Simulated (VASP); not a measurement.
Method: PBE GGA, VASP's PBE PAW potentials (set 64) (plane waves; VASP 6.6.1).

The input files of a VASP run:

### POSCAR
```
BN
1
    0.0000000000     1.8436500000     1.8436500000
    1.8436500000     0.0000000000     1.8436500000
    1.8436500000     1.8436500000     0.0000000000
B N
1 1
Direct
  0.0000000000   0.0000000000   0.0000000000
  0.2500000000   0.2500000000   0.2500000000
```

INCAR:
```
! general
SYSTEM = BN
PREC   = Accurate
ENCUT  = 520   ! plane-wave cut-off (eV)
LREAL  = .False.   ! projection in real space or not
LASPH  = .True.   ! aspherical one-centre terms

! electronic loop
EDIFF  = 1E-6   ! SCF stop (eV)
NELM   = 100   ! most electronic steps
ALGO   = Normal

! smearing
ISMEAR = 0   ! Gaussian
SIGMA  = 0.05   ! width (eV)

! functional
GGA    = PE   ! PBE

! ions
ISIF   = 2

! output
LWAVE  = .False.
LCHARG = .False.
```

### KPOINTS
```
Automatic mesh
0
Gamma
11 11 11
0 0 0
```

POTCAR, in this order: B N (PBE.64 set). Program: vasp_std.

Output of the run:

File OSZICAR:
```
       N       E                     dE             d eps       ncg     rms          rms(c)
DAV:   1     0.813373563260E+01    0.81337E+01   -0.53508E+03   952   0.993E+02
DAV:   2    -0.181125125916E+02   -0.26246E+02   -0.25249E+02  1272   0.169E+02
DAV:   3    -0.182957446700E+02   -0.18323E+00   -0.18323E+00  1008   0.178E+01
DAV:   4    -0.182959336889E+02   -0.18902E-03   -0.18902E-03  1248   0.494E-01
DAV:   5    -0.182959337516E+02   -0.62768E-07   -0.62768E-07   952   0.686E-03    0.638E+00
DAV:   6    -0.174857016095E+02    0.81023E+00   -0.35256E+00  1144   0.134E+01    0.309E+00
DAV:   7    -0.174297221644E+02    0.55979E-01   -0.69406E-02  1112   0.267E+00    0.183E+00
DAV:   8    -0.174170110385E+02    0.12711E-01   -0.38323E-02  1056   0.177E+00    0.162E-01
DAV:   9    -0.174171841720E+02   -0.17313E-03   -0.65568E-04   928   0.254E-01    0.709E-02
DAV:  10    -0.174172672401E+02   -0.83068E-04   -0.14496E-04  1272   0.121E-01    0.147E-02
DAV:  11    -0.174172726614E+02   -0.54213E-05   -0.10085E-05  1040   0.300E-02    0.748E-03
DAV:  12    -0.174172725945E+02    0.66907E-07   -0.17780E-06   480   0.109E-02
   1 F= -.17417273E+02 E0= -.17417273E+02  d E =-.800176E-14
```

### OUTCAR
```
------------------------ aborting loop because EDIFF is reached ----------------------------------------
  FORCE on cell =-STRESS in cart. coord.  units (eV):
  Direction    XX          YY          ZZ          XY          YZ          ZX
  --------------------------------------------------------------------------------------
  Total       -1.3501573     -1.3501573     -1.3501573      0.0000000     -0.0000000      0.0000000
  in kB     -172.5955226   -172.5955226   -172.5955226      0.0000000     -0.0000000      0.0000000
  external PRESSURE =    -172.5955226 kB  Pullay stress =       0.0000000 kB
  volume of cell :       12.53
      direct lattice vectors                 reciprocal lattice vectors
     0.000000000  1.843650000  1.843650000    -0.271201150  0.271201150  0.271201150
     1.843650000  0.000000000  1.843650000     0.271201150 -0.271201150  0.271201150
     1.843650000  1.843650000  0.000000000     0.271201150  0.271201150 -0.271201150
  FREE ENERGIE OF THE ION-ELECTRON SYSTEM (eV)
  ---------------------------------------------------
  free  energy   TOTEN  =       -17.4172725945 eV

  energy  without entropy=      -17.4172725945  energy(sigma->0) =      -17.41727259
```
(Selected blocks of OUTCAR.)

The compound is BN in the zinc blende structure. The cell was not relaxed at this level.
